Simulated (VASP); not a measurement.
Input of a VASP 6.6.1 run:

Contents of INCAR:

```
SYSTEM = Al
  ALGO = Fast
  EDIFF = 1E-6
  EDIFFG = -0.005
  ENCUT = 600
  GGA = PS
  IBRION = 2
  ISIF = 3
  ISMEAR = 1
  LASPH = .True.
  LCHARG = .False.
  LREAL = .False.
  LWAVE = .False.
  NELM = 120
  NSW = 60
  PREC = Accurate
  SIGMA = 0.1
```

KPOINTS

```
k-points
0
Gamma
  18 18 18
  0 0 0
```

Contents of POSCAR:

```
Al
1.0
    0.0000000000      2.0100000000      2.0100000000
    2.0100000000      0.0000000000      2.0100000000
    2.0100000000      2.0100000000      0.0000000000
Al
1
Direct
    0.0000000000      0.0000000000      0.0000000000
```

Potentials or basis: VASP PAW PBE potentials, release 64 (Al).

The run is started by

```sh
$ cat potpaw_PBE.64/Al/POTCAR > POTCAR
$ mpirun -np 1 vasp_std > vasp.out
```

Question: Estimate the relaxed cell.

Answer: a = 2.839 Å, b = 2.839 Å, c = 2.839 Å, α = 60.00°, β = 60.00°, γ = 60.00°.

Question: Estimate the relaxed volume.

Answer: 16.19 Å³/atom.

Question: What does it give for the space group after relaxing (to 0.05 Å)?

Answer: Fm-3m (No. 225).

Final structure:
```
Al
1.0
     0.00000    2.00781    2.00781
     2.00781    0.00000    2.00781
     2.00781    2.00781    0.00000
Al
1
Cartesian
  4.0156 2.0078 2.0078
```

Caveat: the PAW data sets were made with another functional, which shifts forces and pressure a little.
